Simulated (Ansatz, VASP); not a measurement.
**Cross-check of BaSrSn2O6 between VASP and Ansatz**

One calculation is typed for both programs; each brings its own data sets. How far apart do they land? The cell is taken from a series of runs on this material, whose earlier steps may have relaxed, scaled, displaced or heated it; both programs get it as it stands.

Program: Ansatz 0.2.0. Level of theory: plane waves, with VASP 6.6.1 beside it; dielectric response at LDA. Results are calculated unless marked as measured.

**1. Set-up**

Symmetry: P4/mmm, No. 123, tetragonal system. Conventional cell: a = 4.146 Å, b = 4.146 Å, c = 8.295 Å, α = 90.00°, β = 90.00°, γ = 90.00°. Nearest to Ba lie 12 O at 2.93 to 2.97 Å. Nearest to Sr lie 12 O at 2.89 to 2.93 Å. Nearest to Sn lie 6 O at 2.05 to 2.10 Å. O has 2 Sn at 2.10 Å and 4 Ba at 2.93 Å nearest. O has 2 Sn at 2.05 Å and 4 Sr at 2.93 Å nearest. Nearest to O lie 2 Sn at 2.07 Å and 2 Sr at 2.89 Å and 2 Ba at 2.97 Å. Farther neighbours and most contacts between anions are not listed.

Coordinates:

```cif
data_structure
_symmetry_space_group_name_H-M 'P4/mmm'
_symmetry_Int_Tables_number 123
_cell_length_a 4.1464
_cell_length_b 4.1464
_cell_length_c 8.2949
_cell_angle_alpha 90.000
_cell_angle_beta 90.000
_cell_angle_gamma 90.000
_cell_volume 142.61
loop_
_atom_site_label
_atom_site_type_symbol
_atom_site_symmetry_multiplicity
_atom_site_Wyckoff_symbol
_atom_site_fract_x
_atom_site_fract_y
_atom_site_fract_z
_atom_site_occupancy
Ba1 Ba 1 c 0.50000 0.50000 0.00000 1
Sr1 Sr 1 d 0.50000 0.50000 0.50000 1
Sn1 Sn 2 g 0.00000 0.00000 0.74721 1
O1 O 1 a 0.00000 0.00000 0.00000 1
O2 O 1 b 0.00000 0.00000 0.50000 1
O3 O 4 i 0.00000 0.50000 0.25666 1
```

**2. Ansatz: dielectric response, LDA**

Ansatz runs on its default PAW (the set named soft_2) files.

The response to a field tests empty states and converges slowly with the mesh.

Input file input.yaml:

```yaml
crystal:
  lattice:
    - [4.146422, 0.0, 0.0]
    - [0.0, 4.146422, 0.0]
    - [0.0, 0.0, 8.294893]
  atoms:
    - { symbol: Ba, position: [0.5, 0.5, 0.0] }
    - { symbol: Sr, position: [0.5, 0.5, 0.5] }
    - { symbol: Sn, position: [0.0, 0.0, 0.747206] }
    - { symbol: Sn, position: [0.0, 0.0, 0.252794] }
    - { symbol: O, position: [0.0, 0.0, 0.0] }
    - { symbol: O, position: [0.0, 0.0, 0.5] }
    - { symbol: O, position: [0.0, 0.5, 0.256664] }
    - { symbol: O, position: [0.0, 0.5, 0.743336] }
    - { symbol: O, position: [0.5, 0.0, 0.743336] }
    - { symbol: O, position: [0.5, 0.0, 0.256664] }
kpoints:
  mp_grid: { grid: [6, 6, 4] }
hamiltonian:
  xc: lda
scf:
  occupations: { method: fixed }
dielectric: {}
```

Started as:

```bash
$ ansatz run input.yaml --threads 4 --pin off --max-ram 5529MiB --backend cpu --events-out ev --progress --plain --runs-dir out
```

Numbers of over 12 decimals in the logs are rounded to 6 here.

The program printed:

```text
Engine: ansatz 0.2.0, x86_64-unknown-linux-gnu
Pseudopotentials: kind: paw
Pseudopotential: Ba, paw, valence charge 10, recommended cutoff 420 eV (normal), Ba.paw.azcp
Pseudopotential: Sr, paw, valence charge 10, recommended cutoff 420 eV (normal), Sr.paw.azcp
Pseudopotential: Sn, paw, valence charge 14, recommended cutoff 420 eV (normal), Sn.paw.azcp
Pseudopotential: O, paw, valence charge 6, recommended cutoff 420 eV (normal), O.paw.azcp
Functional definition: SPW92
  exchange = slater_x
  correlation = pw_c
Crystal: 10 atoms, lattice volume = 142.613 Å³
Basis set: ecut = 420 eV, 2771 PW (Γ), exchange–correlation on 60×60×120 points (8 copies of the dense FFT grid, shifted against one another)
Bands: 52, of which v1, the nominal top of the filled ones, is band 42 counted from 1 (41 counted from 0)
Symmetry: 16 space group operations
k-points: 56 of 144 (irreducible under 2 space group operations, time reversal used)
Non-local potential: Ba, projectors of the file, l = 0: 3, l = 1: 2, l = 2: 2, l = 3: 2
Non-local potential: Sr, projectors of the file, l = 0: 3, l = 1: 2, l = 2: 2
Non-local potential: Sn, projectors of the file, l = 0: 2, l = 1: 2, l = 2: 2, l = 3: 2
Non-local potential: O, projectors of the file, l = 0: 2, l = 1: 2, l = 2: 1
PAW form: soft (Blöchl's): semilocal exchange-correlation on the pseudo side does not see the compensation charge
PAW frozen core: Ba, regenerated for the run's functional, and the local potential with it (the file was generated under x = pbe(κ = 0.804, μ = 0.219515), c = pbe(β = 0.066725))
PAW frozen core: Sr, regenerated for the run's functional, and the local potential with it (the file was generated under x = pbe(κ = 0.804, μ = 0.219515), c = pbe(β = 0.066725))
PAW frozen core: Sn, regenerated for the run's functional, and the local potential with it (the file was generated under x = pbe(κ = 0.804, μ = 0.219515), c = pbe(β = 0.066725))
PAW frozen core: O, regenerated for the run's functional, and the local potential with it (the file was generated under x = pbe(κ = 0.804, μ = 0.219515), c = pbe(β = 0.066725))
PAW one-centre angular grid: Ba, 194 points (default); XC on 64 Gauss nodes
PAW one-centre angular grid: Sr, 110 points (default); XC on 64 Gauss nodes
PAW one-centre angular grid: Sn, 590 points (default); XC on 64 Gauss nodes
PAW one-centre angular grid: O, 110 points (default); XC on 64 Gauss nodes
Initial density: superposition of atomic densities (neutral atoms: chi_scale 0, normalization atom), corrected by the library's trained network
Initial wavefunctions: pseudopotential atomic-orbital guess
Functional: x = slater, c = lda
SCF iter   1: F=—  HF=-24322.330279 eV  |F-HF|=—  |Δ(HF+E_count)|=         —  Δρ=1.75e-2  dr2=3.93e-1  ethr=1.77e-3  ⟨swp⟩=5.2  Hψ=11619  notcnv=0  defer=438
preconditioner: auto → Resta (q_TF=auto, 2.498 Å⁻¹)  ε∞=3.7  [insulator: Δε(μ)=0.338 eV  Ē_g=17.278 eV  n_scr=38 (ndim 8)  ℏωp=28.2 eV  f_vac=0.001  ε∞_Penn≈3.7]
SCF iter   2: F=—  HF=-24322.228722 eV  |F-HF|=—  |Δ(HF+E_count)|=   1.02e-1  Δρ=5.17e-3  dr2=1.36e-2  ethr=4.68e-4  ⟨swp⟩=2.5  Hψ=4510  notcnv=0  defer=443
SCF iter   3: F=—  HF=-24322.224194 eV  |F-HF|=—  |Δ(HF+E_count)|=   4.53e-3  Δρ=2.02e-3  dr2=3.34e-3  ethr=1.62e-5  ⟨swp⟩=2.9  Hψ=4551  notcnv=0  defer=445
SCF iter   4: F=—  HF=-24322.223156 eV  |F-HF|=—  |Δ(HF+E_count)|=   1.04e-3  Δρ=6.16e-4  dr2=3.31e-4  ethr=3.98e-6  ⟨swp⟩=3.1  Hψ=4559  notcnv=0  defer=445
SCF iter   5: F=—  HF=-24322.223071 eV  |F-HF|=—  |Δ(HF+E_count)|=   8.53e-5  Δρ=2.08e-4  dr2=5.03e-5  ethr=3.94e-7  ⟨swp⟩=2.1  Hψ=4700  notcnv=0  defer=439
SCF iter   6: F=—  HF=-24322.223067 eV  |F-HF|=—  |Δ(HF+E_count)|=   3.57e-6  Δρ=4.22e-5  dr2=1.82e-6  ethr=5.98e-8  ⟨swp⟩=2.0  Hψ=4015  notcnv=0  defer=414
SCF iter   7: F=—  HF=-24322.223064 eV  |F-HF|=—  |Δ(HF+E_count)|=   3.35e-6  Δρ=7.52e-6  dr2=9.07e-8  ethr=2.17e-9  ⟨swp⟩=2.5  Hψ=4965  notcnv=0  defer=379
SCF iter   8: F=—  HF=-24322.223064 eV  |F-HF|=—  |Δ(HF+E_count)|=   1.87e-8  Δρ=7.02e-6  dr2=5.85e-8  ethr=1.08e-10  ⟨swp⟩=2.1  Hψ=4635  notcnv=0  defer=379
SCF iter   9: F=—  HF=-24322.223064 eV  |F-HF|=—  |Δ(HF+E_count)|=   1.16e-8  Δρ=1.44e-6  dr2=2.12e-9  ethr=6.97e-11  ⟨swp⟩=2.1  Hψ=4125  notcnv=0  defer=380
SCF iter  10: F=—  HF=-24322.223064 eV  |F-HF|=—  |Δ(HF+E_count)|=  2.04e-10  Δρ=3.51e-7  dr2=1.11e-10  ethr=2.52e-12  ⟨swp⟩=2.0  Hψ=3855  notcnv=0  defer=380
SCF iter  11: F=-24322.223064 eV  HF=-24322.223064 eV  |F-HF|=3.64e-12  |Δ(HF+E_count)|=  2.18e-11  Δρ=6.32e-8  dr2=3.83e-12  ethr=1.00e-12  ⟨swp⟩=16.9  Hψ=16348  notcnv=0
SCF 1 converged in 11 iterations: F = -24322.223064 eV  dr2 = 3.83e-12
  greatest PAW one-centre occupation: 0.997 electrons in one spin orbital (limit 2), on the Sn atom at site 3 (counted from 0), in its partial waves of l = 2
DFPT response loops at Γ: preconditioner auto → Resta (q_TF=auto, 2.498 Å⁻¹)  ε∞=10.7 (no band partly filled); β = 1.00, the filter's whole step (`scf.mixing.beta` (0.50) is not read by the response loops at its default; to damp them type it under 1.00, their step now; it binds the ground state too); Broyden in place of MSR1
── the response to a field inside a basis, on 10×10×6 k-points: an SCF that follows is theirs, and a resumed run solves both again ──
Bands: 43, of which v1, the nominal top of the filled ones, is band 42 counted from 1 (41 counted from 0)
k-points: 45 of 600
Initial density: handed on by an earlier stage of this run
Initial wavefunctions: pseudopotential atomic-orbital guess (no wavefunctions were taken with the density)
Eigensolver: Dense (45 Hₖ)
SCF iter   1: F=—  HF=-24321.880391 eV  |F-HF|=—  |Δ(HF+E_count)|=         —  Δρ=7.47e-4  dr2=2.58e-4  ethr=1.00e-1
preconditioner: auto → Resta (q_TF=auto, 2.498 Å⁻¹)  ε∞=4.7  [insulator: Δε(μ)=0.874 eV  Ē_g=14.584 eV  n_scr=38 (ndim 8)  ℏωp=28.2 eV  f_vac=0.000  ε∞_Penn≈4.7]
SCF iter   2: F=—  HF=-24321.880391 eV  |F-HF|=—  |Δ(HF+E_count)|=   1.02e-8  Δρ=3.44e-4  dr2=6.68e-5  ethr=3.07e-7
SCF iter   3: F=—  HF=-24321.880401 eV  |F-HF|=—  |Δ(HF+E_count)|=   9.56e-6  Δρ=1.56e-4  dr2=1.25e-5  ethr=7.96e-8
SCF iter   4: F=—  HF=-24321.880402 eV  |F-HF|=—  |Δ(HF+E_count)|=   1.53e-6  Δρ=1.66e-5  dr2=4.27e-7  ethr=1.49e-8
SCF iter   5: F=—  HF=-24321.880402 eV  |F-HF|=—  |Δ(HF+E_count)|=   1.73e-8  Δρ=1.08e-5  dr2=1.55e-7  ethr=5.09e-10
SCF iter   6: F=-24321.880402 eV  HF=-24321.880402 eV  |F-HF|=1.81e-8  |Δ(HF+E_count)|=   2.16e-8  Δρ=4.53e-6  dr2=2.74e-8  ethr=1.84e-10
SCF 1 converged in 6 iterations: F = -24321.880402 eV  dr2 = 2.74e-8
DFPT response loops at Γ: preconditioner auto → Resta (q_TF=auto, 2.498 Å⁻¹)  ε∞=8.3 (no band partly filled); β = 1.00, the filter's whole step (`scf.mixing.beta` (0.50) is not read by the response loops at its default; to damp them type it under 1.00, their step now; it binds the ground state too); Broyden in place of MSR1
SCF converged after 11 iterations
Free energy (F): -24322.223064 eV
Harris-Foulkes:  -24322.223064 eV  (|F-HF|=3.64e-12)
Internal energy: -24322.223064 eV  (E = F + TS)
E sigma→0 (E₀):  -24322.223064 eV
Fermi energy:    8.963532 eV
--- Per-component energies (eV) ---
  E_band       = -187.385860
  E_kinetic    = 1837.176210
  E_local      = -4579.493428  (includes V_loc(G=0)·N_el)
  E_nonlocal   = 515.217515
  E_hartree    = 2069.112094
  E_xc         = -1527.000472
  E_vxc        = -1050.580541  (∫ρ·V_xc dr)
  E_paw        = -16549.595208  (= ΣΔE_a)
  E_vpaw       = -1047.944782  (= ΣTr[D̂ρ^β])
  E_aug_tail   = 0.015064  (compensation charges beyond the density's cutoff)
  E_ewald      = -6089.662815
  E_core_change = 2.007976  (= ΣΔE_core)
  E_smearing   = -0.000000  (= −TS)
  E_closure    = -0.000000  (closes the sum)
  Σ components = -24322.223064   (vs F -24322.223064, Δ=0.00e0)
--- Band table (eV; the first three rows and the last of 56) ---
  k-point 0: bands = [... 38 lower, 7.9929, 8.2873, 8.2985, 8.2985, 9.4874, 13.5160, 13.8142, 13.8860, ... 6 higher]
  k-point 1: bands = [... 38 lower, 8.0047, 8.0047, 8.2597, 8.2597, 10.1786, 12.8282, 14.0267, 14.1124, ... 6 higher]
  k-point 2: bands = [... 38 lower, 8.0931, 8.0931, 8.1878, 8.1878, 11.4711, 11.4715, 14.3492, 14.5634, ... 6 higher]
  k-point 55: bands = [... 38 lower, 8.3726, 8.3726, 8.9213, 8.9416, 14.4883, 14.9972, 14.9972, 15.0750, ... 6 higher]
--- Dielectric response (ions clamped): 3 representative field directions + reference, inside a basis on a mesh of 600 k-points (Σ response iterations 18) ---
  ε∞ (high-frequency dielectric tensor):
        4.947411     0.000000     0.000000
        0.000000     4.947411     0.000000
        0.000000     0.000000     4.940884
  Born effective charges Z* (e; rows j = field, columns β = displacement):
    site 0:
         2.74017    0.00000    0.00000
        -0.00000    2.74017    0.00000
         0.00000    0.00000    2.59153
    site 1:
         2.56905    0.00000    0.00000
        -0.00000    2.56905    0.00000
         0.00000    0.00000    2.70774
    site 2:
         4.41668    0.00000    0.00000
         0.00000    4.41668   -0.00000
        -0.00000    0.00000    4.41900
    site 3:
         4.41668    0.00000   -0.00000
         0.00000    4.41668    0.00000
         0.00000   -0.00000    4.41900
    site 4:
        -1.86489    0.00000    0.00000
        -0.00000   -1.86489    0.00000
         0.00000    0.00000   -3.44566
    site 5:
        -1.66915    0.00000    0.00000
        -0.00000   -1.66915    0.00000
         0.00000    0.00000   -3.65383
    site 6:
        -1.76245    0.00000    0.00000
        -0.00000   -3.54182    0.00000
         0.00000    0.00000   -1.75944
    site 7:
        -1.76245    0.00000   -0.00000
        -0.00000   -3.54182    0.00000
        -0.00000    0.00000   -1.75944
    site 8:
        -3.54182   -0.00000    0.00000
         0.00000   -1.76245    0.00000
         0.00000    0.00000   -1.75944
    site 9:
        -3.54182   -0.00000    0.00000
         0.00000   -1.76245    0.00000
         0.00000   -0.00000   -1.75944
  Z* charge neutrality: 3.965e-2 e pre-enforcement
  solved inside a basis spanned on kpoints, on 10×10×6 k-points, its susceptibility summed on 14×14×8: ε∞ is read to err by 3.9e-2, Z* by 3.6e-2 e (field_mesh: kpoints solves on kpoints); Z* is corrected for what the basis lacks
```

Reading the cycles: dr2 is the Hartree energy of the density residual (eV), the measure of convergence; HF is the Harris–Foulkes estimate of the energy, which meets the free energy F at convergence.

[end of part 1 of 2]

[Lines on the potential files, build, host, timing and source positions are cut from VASP's logs without a mark.]

[Logs are printed without paths, hosts, clocks, repeated set-up lines and the standing remarks that a program may print on its own settings, such as how far it seeks lower states.]

[Hosts, paths, dates, database ids (printed as entryN), source tags and the programs' standing remarks are cut or masked in the printed files.]
